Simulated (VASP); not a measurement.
Output of a VASP run:

### OUTCAR
```
 ion  position               nearest neighbor table
   1  0.500  0.000  0.000-  32 2.60  46 2.60  54 2.60  62 2.60
   2  0.750  0.250  0.000-  32 2.60  33 2.60  44 2.60  55 2.60
   3  0.750  0.000  0.250-  32 2.60  34 2.60  38 2.60  49 2.60
   4  0.000  0.000  0.000-  35 2.60  38 2.60  44 2.60  63 2.60
   5  0.250  0.250  0.000-  35 2.60  36 2.60  54 2.60  60 2.60
   6  0.500  0.500  0.000-  36 2.60  37 2.60  55 2.60  61 2.60
   7  0.750  0.750  0.000-  37 2.60  38 2.60  56 2.60  62 2.60
   8  0.250  0.000  0.250-  35 2.60  39 2.60  46 2.60  57 2.60
   9  0.500  0.250  0.250-  32 2.60  36 2.60  39 2.60  40 2.65
  10  0.750  0.500  0.250-  40 2.59  37 2.60  33 2.60  41 2.60
  11  0.500  0.000  0.500-  39 2.60  42 2.60  49 2.60  59 2.60
  12  0.750  0.250  0.500-  34 2.60  42 2.60  43 2.60  40 2.60
  13  0.750  0.000  0.750-  42 2.60  44 2.60  53 2.60  62 2.60
  14  0.000  0.500  0.000-  33 2.60  45 2.60  56 2.60  60 2.60
  15  0.250  0.750  0.000-  45 2.60  46 2.60  61 2.60  63 2.60
  16  0.000  0.250  0.250-  33 2.60  34 2.60  35 2.60  47 2.60
  17  0.250  0.500  0.250-  36 2.60  45 2.60  47 2.60  48 2.62
  18  0.500  0.750  0.250-  48 2.58  46 2.60  37 2.60  49 2.60
  19  0.000  0.000  0.500-  34 2.60  50 2.60  53 2.60  57 2.60
  20  0.250  0.250  0.500-  39 2.60  47 2.60  50 2.60  51 2.64
  21  0.750  0.750  0.500-  41 2.60  49 2.60  53 2.60  52 2.65
  22  0.250  0.000  0.750-  50 2.60  54 2.60  59 2.60  63 2.60
  23  0.500  0.250  0.750-  42 2.60  54 2.60  55 2.60  51 2.61
  24  0.750  0.500  0.750-  52 2.58  43 2.60  55 2.60  56 2.60
  25  0.000  0.750  0.250-  38 2.60  41 2.60  45 2.60  57 2.60
  26  0.000  0.500  0.500-  41 2.60  43 2.60  47 2.60  58 2.60
  27  0.250  0.750  0.500-  48 2.59  57 2.60  58 2.60  59 2.60
  28  0.000  0.250  0.750-  43 2.60  44 2.60  50 2.60  60 2.60
  29  0.250  0.500  0.750-  51 2.57  58 2.60  60 2.60  61 2.60
  30  0.500  0.750  0.750-  59 2.60  61 2.60  62 2.60  52 2.60
  31  0.000  0.750  0.750-  53 2.60  56 2.60  58 2.60  63 2.60
  32  0.625  0.125  0.125-   1 2.60   2 2.60   3 2.60   9 2.60
  33  0.875  0.375  0.125-   2 2.60  10 2.60  14 2.60  16 2.60
  34  0.875  0.125  0.375-   3 2.60  12 2.60  16 2.60  19 2.60
  35  0.125  0.125  0.125-   4 2.60   5 2.60   8 2.60  16 2.60
  36  0.375  0.375  0.125-   5 2.60   6 2.60   9 2.60  17 2.60
  37  0.625  0.625  0.125-   6 2.60   7 2.60  10 2.60  18 2.60
  38  0.875  0.875  0.125-   3 2.60   4 2.60   7 2.60  25 2.60
  39  0.375  0.125  0.375-   8 2.60   9 2.60  11 2.60  20 2.60
  40  0.625  0.379  0.378-  64 2.56  10 2.59  12 2.60   9 2.65
  41  0.875  0.625  0.375-  10 2.60  21 2.60  25 2.60  26 2.60
  42  0.625  0.125  0.625-  11 2.60  12 2.60  13 2.60  23 2.60
  43  0.875  0.375  0.625-  12 2.60  24 2.60  26 2.60  28 2.60
  44  0.875  0.125  0.875-   2 2.60   4 2.60  13 2.60  28 2.60
  45  0.125  0.625  0.125-  14 2.60  15 2.60  17 2.60  25 2.60
  46  0.375  0.875  0.125-   1 2.60   8 2.60  15 2.60  18 2.60
  47  0.125  0.375  0.375-  16 2.60  17 2.60  20 2.60  26 2.60
  48  0.376  0.627  0.375-  18 2.58  27 2.59  17 2.62  64 2.64
  49  0.625  0.875  0.375-   3 2.60  11 2.60  18 2.60  21 2.60
  50  0.125  0.125  0.625-  19 2.60  20 2.60  22 2.60  28 2.60
  51  0.376  0.379  0.626-  64 2.53  29 2.57  23 2.61  20 2.64
  52  0.623  0.622  0.626-  64 2.57  24 2.58  30 2.60  21 2.65
  53  0.875  0.875  0.625-  13 2.60  19 2.60  21 2.60  31 2.60
  54  0.375  0.125  0.875-   1 2.60   5 2.60  22 2.60  23 2.60
  55  0.625  0.375  0.875-   2 2.60   6 2.60  23 2.60  24 2.60
  56  0.875  0.625  0.875-   7 2.60  14 2.60  24 2.60  31 2.60
  57  0.125  0.875  0.375-   8 2.60  19 2.60  25 2.60  27 2.60
  58  0.125  0.625  0.625-  26 2.60  27 2.60  29 2.60  31 2.60
  59  0.375  0.875  0.625-  11 2.60  22 2.60  27 2.60  30 2.60
  60  0.125  0.375  0.875-   5 2.60  14 2.60  28 2.60  29 2.60
  61  0.375  0.625  0.875-   6 2.60  15 2.60  29 2.60  30 2.60
  62  0.625  0.875  0.875-   1 2.60   7 2.60  13 2.60  30 2.60
  63  0.125  0.875  0.875-   4 2.60  15 2.60  22 2.60  31 2.60
  64  0.500  0.498  0.503-  51 2.53  40 2.56  52 2.57  48 2.64
 Subroutine IBZKPT returns following result:
 Found      1 irreducible k-points:

 Following reciprocal coordinates:
            Coordinates               Weight
  0.000000  0.000000  0.000000      1.000000
   k-points           NKPTS =      1   k-points in BZ     NKDIM =      1   number of bands    NBANDS=    166
   number of dos      NEDOS =    301   number of ions     NIONS =     64
   total plane-waves  NPLWV = 216000
   dimension x,y,z NGX =    60 NGY =   60 NGZ =   60
   dimension x,y,z NGXF=   120 NGYF=  120 NGZF=  120
   ions per type =              31  32   1
   PREC   = normal    normal or accurate (medium, high low for compatibility)
   ISTART =      0    job   : 0-new  1-cont  2-samecut
   ICHARG =      2    charge: 1-file 2-atom 10-const
...
```

File OSZICAR:
```
...
RMM:   4    -0.258044534531E+03   -0.21321E-04   -0.29304E-03   353   0.123E-01    0.126E-01
RMM:   5    -0.258044491501E+03    0.43030E-04   -0.15389E-03   333   0.687E-02    0.362E-02
RMM:   6    -0.258044466668E+03    0.24834E-04   -0.24093E-04   335   0.346E-02    0.292E-02
RMM:   7    -0.258044473450E+03   -0.67822E-05   -0.12358E-04   296   0.176E-02    0.271E-02
RMM:   8    -0.258044473707E+03   -0.25692E-06   -0.44506E-05   246   0.106E-02
   6 F= -.25804447E+03 E0= -.25804447E+03  d E =-.706932E-01
       N       E                     dE             d eps       ncg     rms          rms(c)
DAV:   1    -0.258054595925E+03   -0.10122E-01   -0.39476E-01   376   0.113E+00    0.357E-01
RMM:   2    -0.258056466256E+03   -0.18703E-02   -0.25367E-02   332   0.327E-01    0.876E-02
RMM:   3    -0.258056955184E+03   -0.48893E-03   -0.59418E-03   359   0.155E-01    0.848E-02
RMM:   4    -0.258056893596E+03    0.61588E-04   -0.63012E-04   334   0.624E-02    0.520E-02
RMM:   5    -0.258056884085E+03    0.95112E-05   -0.50428E-04   332   0.407E-02    0.179E-02
RMM:   6    -0.258056879559E+03    0.45259E-05   -0.68721E-05   310   0.197E-02
   7 F= -.25805688E+03 E0= -.25805688E+03  d E =-.124059E-01
       N       E                     dE             d eps       ncg     rms          rms(c)
DAV:   1    -0.258054912947E+03    0.19711E-02   -0.13304E+00   344   0.208E+00    0.666E-01
RMM:   2    -0.258061391962E+03   -0.64790E-02   -0.87091E-02   332   0.604E-01    0.161E-01
RMM:   3    -0.258063092626E+03   -0.17007E-02   -0.20466E-02   364   0.286E-01    0.161E-01
RMM:   4    -0.258062875460E+03    0.21717E-03   -0.20729E-03   334   0.113E-01    0.102E-01
RMM:   5    -0.258062834158E+03    0.41303E-04   -0.19478E-03   332   0.777E-02    0.351E-02
RMM:   6    -0.258062820388E+03    0.13770E-04   -0.25868E-04   338   0.381E-02    0.322E-02
RMM:   7    -0.258062775058E+03    0.45330E-04   -0.11941E-04   325   0.198E-02    0.152E-02
RMM:   8    -0.258062777264E+03   -0.22058E-05   -0.91720E-05   297   0.131E-02
   8 F= -.25806278E+03 E0= -.25806278E+03  d E =-.183036E-01
       N       E                     dE             d eps       ncg     rms          rms(c)
DAV:   1    -0.258063057074E+03   -0.28202E-03   -0.11506E-01   376   0.612E-01    0.195E-01
RMM:   2    -0.258063620661E+03   -0.56359E-03   -0.75692E-03   332   0.178E-01    0.469E-02
RMM:   3    -0.258063756839E+03   -0.13618E-03   -0.16896E-03   358   0.837E-02    0.453E-02
RMM:   4    -0.258063736466E+03    0.20373E-04   -0.18301E-04   330   0.337E-02    0.263E-02
RMM:   5    -0.258063733603E+03    0.28632E-05   -0.13383E-04   327   0.215E-02    0.908E-03
RMM:   6    -0.258063732534E+03    0.10693E-05   -0.18921E-05   201   0.104E-02
   9 F= -.25806373E+03 E0= -.25806373E+03  d E =-.192588E-01
       N       E                     dE             d eps       ncg     rms          rms(c)
DAV:   1    -0.258065175360E+03   -0.14418E-02   -0.41424E-01   352   0.113E+00    0.371E-01
RMM:   2    -0.258067502214E+03   -0.23269E-02   -0.27640E-02   332   0.339E-01    0.819E-02
RMM:   3    -0.258068002434E+03   -0.50022E-03   -0.55179E-03   350   0.159E-01    0.835E-02
RMM:   4    -0.258067979854E+03    0.22580E-04   -0.69965E-04   339   0.659E-02    0.574E-02
RMM:   5    -0.258067960342E+03    0.19512E-04   -0.48066E-04   333   0.396E-02    0.156E-02
RMM:   6    -0.258067954973E+03    0.53693E-05   -0.61110E-05   297   0.189E-02
  10 F= -.25806795E+03 E0= -.25806795E+03  d E =-.422244E-02
```

File OUTCAR:
```
------------------------ aborting loop because EDIFF is reached ----------------------------------------
  FORCE on cell =-STRESS in cart. coord.  units (eV):
  Direction    XX          YY          ZZ          XY          YZ          ZX
  --------------------------------------------------------------------------------------
  Total        4.3622215      4.4044819      4.3537660     -0.0938654     -0.0750179     -0.0409268
  in kB        4.0450741      4.0842620      4.0372334     -0.0870411     -0.0695638     -0.0379513
  external PRESSURE =       4.0555232 kB  Pullay stress =       0.0000000 kB
  volume of cell :     1727.79
      direct lattice vectors                 reciprocal lattice vectors
    11.999521734  0.000000000  0.000000000     0.083336655  0.000000000  0.000000000
     0.000000000 11.999521734  0.000000000     0.000000000  0.083336655  0.000000000
     0.000000000  0.000000000 11.999521734     0.000000000  0.000000000  0.083336655
  FREE ENERGIE OF THE ION-ELECTRON SYSTEM (eV)
  ---------------------------------------------------
  free  energy   TOTEN  =      -258.0679549725 eV

  energy  without entropy=     -258.0679540520  energy(sigma->0) =     -258.06795451

 reached required accuracy - stopping structural energy minimisation
```
(Selected blocks of OUTCAR.)

File POSCAR:
```
In31ZnP32
1
   11.9995217336     0.0000000000     0.0000000000
    0.0000000000    11.9995217336    -0.0000000000
   -0.0000000000    -0.0000000000    11.9995217336
In P Zn
31 32 1
Direct
  0.5000000000   0.0000000000   0.0000000000
  0.7500000000   0.2500000000   0.0000000000
  0.7500000000   0.0000000000   0.2500000000
  0.0000000000   0.0000000000   0.0000000000
  0.2500000000   0.2500000000   0.0000000000
  0.5000000000   0.5000000000   0.0000000000
  0.7500000000   0.7500000000   0.0000000000
  0.2500000000   0.0000000000   0.2500000000
  0.5000000000   0.2500000000   0.2500000000
  0.7500000000   0.5000000000   0.2500000000
  0.5000000000   0.0000000000   0.5000000000
  0.7500000000   0.2500000000   0.5000000000
  0.7500000000   0.0000000000   0.7500000000
  0.0000000000   0.5000000000   0.0000000000
  0.2500000000   0.7500000000   0.0000000000
  0.0000000000   0.2500000000   0.2500000000
  0.2500000000   0.5000000000   0.2500000000
  0.5000000000   0.7500000000   0.2500000000
  0.0000000000   0.0000000000   0.5000000000
  0.2500000000   0.2500000000   0.5000000000
  0.7500000000   0.7500000000   0.5000000000
  0.2500000000   0.0000000000   0.7500000000
  0.5000000000   0.2500000000   0.7500000000
  0.7500000000   0.5000000000   0.7500000000
  0.0000000000   0.7500000000   0.2500000000
  0.0000000000   0.5000000000   0.5000000000
  0.2500000000   0.7500000000   0.5000000000
  0.0000000000   0.2500000000   0.7500000000
  0.2500000000   0.5000000000   0.7500000000
  0.5000000000   0.7500000000   0.7500000000
  0.0000000000   0.7500000000   0.7500000000
  0.6250000000   0.1250000000   0.1250000000
  0.8750000000   0.3750000000   0.1250000000
  0.8750000000   0.1250000000   0.3750000000
  0.1250000000   0.1250000000   0.1250000000
  0.3750000000   0.3750000000   0.1250000000
  0.6250000000   0.6250000000   0.1250000000
  0.8750000000   0.8750000000   0.1250000000
  0.3750000000   0.1250000000   0.3750000000
  0.6253970000   0.3789800000   0.3783840000
  0.8750000000   0.6250000000   0.3750000000
  0.6250000000   0.1250000000   0.6250000000
  0.8750000000   0.3750000000   0.6250000000
  0.8750000000   0.1250000000   0.8750000000
  0.1250000000   0.6250000000   0.1250000000
  0.3750000000   0.8750000000   0.1250000000
  0.1250000000   0.3750000000   0.3750000000
  0.3759010000   0.6266260000   0.3753440000
  0.6250000000   0.8750000000   0.3750000000
  0.1250000000   0.1250000000   0.6250000000
  0.3760340000   0.3789900000   0.6264110000
  0.6229730000   0.6215120000   0.6264810000
  0.8750000000   0.8750000000   0.6250000000
  0.3750000000   0.1250000000   0.8750000000
  0.6250000000   0.3750000000   0.8750000000
  0.8750000000   0.6250000000   0.8750000000
  0.1250000000   0.8750000000   0.3750000000
  0.1250000000   0.6250000000   0.6250000000
  0.3750000000   0.8750000000   0.6250000000
  0.1250000000   0.3750000000   0.8750000000
  0.3750000000   0.6250000000   0.8750000000
  0.6250000000   0.8750000000   0.8750000000
  0.1250000000   0.8750000000   0.8750000000
  0.4995470000   0.4976530000   0.5032850000
```

**Question.** Reconstruct the remaining input files.

**Answer.** This is not unique; one that fits is the input of the run itself, PBE GGA, plane waves, VASP's PBE PAW potentials (set 64).

**INCAR**
```
# general
SYSTEM   =  In31ZnP32
PREC     =  Normal
ENCUT    =  400
LREAL    =  Auto
LASPH    =  .True.
ISYM     =  0
NELECT   =  266.0

# electronic loop
EDIFF    =  1E-5
NELM     =  100
NELMIN   =  4
ALGO     =  Fast
LMAXMIX  =  4

# smearing
ISMEAR   =  0
SIGMA    =  0.05

# functional
GGA      =  PE

# ions
IBRION   =  2
NSW      =  60
ISIF     =  2
EDIFFG   =  -0.03

# output
LWAVE    =  .True.
LCHARG   =  .False.
```

### KPOINTS
```
Regular mesh
0
gamma
  1 1 1
0 0 0
```

POTCAR, in this order: In P Zn (PBE.64 set). Program: vasp_gam.

The cell is charged, with a uniform compensating background. The supercell is sampled at Γ alone, which is coarse: total energies, pressure and levels can be off, energies of defects by several tenths of an eV.

The cell is a supercell with a defect, built from InP (zinc blende): Zn_In, charge -1. The run is not spin-polarised, so no state with unpaired spins was tried.
